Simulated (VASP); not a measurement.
VASP ran on this input.

File POSCAR:
```
CsI
1
    4.7168022628     0.0000000000     0.0000000000
    0.0000000000     4.7168022628     0.0000000000
    0.0000000000     0.0000000000     4.7168022628
Cs I
1 1
Direct
  0.0000000000   0.0000000000   0.0000000000
  0.5000000000   0.5000000000   0.5000000000
```

File KPOINTS:
```
K-points
0
gamma
 6 6 6
```

**INCAR**
```
NELM=100   # most electronic steps
SYSTEM=CsI
ISIF=2   # forces and stress, cell fixed
EDIFF=1E-7   # SCF stop (eV)
IVDW=11
ISMEAR=0   # Gaussian
ENCUT=520   # plane-wave cut-off (eV)
GGA=PE   # PBE
SIGMA=0.05   # width (eV)
ALGO=Normal
LASPH=.TRUE.
LMAXMIX=4   # l cut-off of mixed one-centre charges
PREC=Accurate
LREAL=.FALSE.   # projection in real space or not
LCHARG=.FALSE.
LWAVE=.FALSE.
```

POTCAR, in this order: Cs_sv I (PBE.64 set). Program: vasp_std.

Task: Translate this PBE-D3 (zero damping) calculation to Quantum ESPRESSO's pw.x.

Result: One equivalent input (not run):
```
&CONTROL
  calculation = 'scf'
  pseudo_dir = './pseudo'
  outdir = './out'
  tprnfor = .true.
  tstress = .true.
/
&SYSTEM
  ibrav = 0
  nat = 2
  ntyp = 2
  ecutwfc = 70
  occupations = 'smearing'
  smearing = 'gaussian'
  degauss = 0.003675
  input_dft = 'pbe'
  vdw_corr = 'grimme-d3'
  dftd3_version = 3
  dftd3_threebody = .false.
/
&ELECTRONS
  conv_thr = 7.3e-09
  electron_maxstep = 100
/
ATOMIC_SPECIES
  Cs 132.905 Cs.upf
  I 126.904 I.upf
CELL_PARAMETERS angstrom
     4.7168023    0.0000000    0.0000000
     0.0000000    4.7168023    0.0000000
     0.0000000    0.0000000    4.7168023
ATOMIC_POSITIONS crystal
  Cs   0.0000000  0.0000000  0.0000000
  I    0.5000000  0.5000000  0.5000000
K_POINTS automatic
  6 6 6 0 0 0
```
Limits of the translation: the potentials are each code's own (VASP's PAW set, PseudoDojo norm-conserving files in pw.x), so ENCUT and ecutwfc are chosen apart and not converted; conv_thr bounds pw.x's estimated SCF error, while EDIFF bounds the energy change between steps.

The compound is CsI in the CsCl type structure. This cell is one point of a volume scan, at 1.03 of the reference volume.
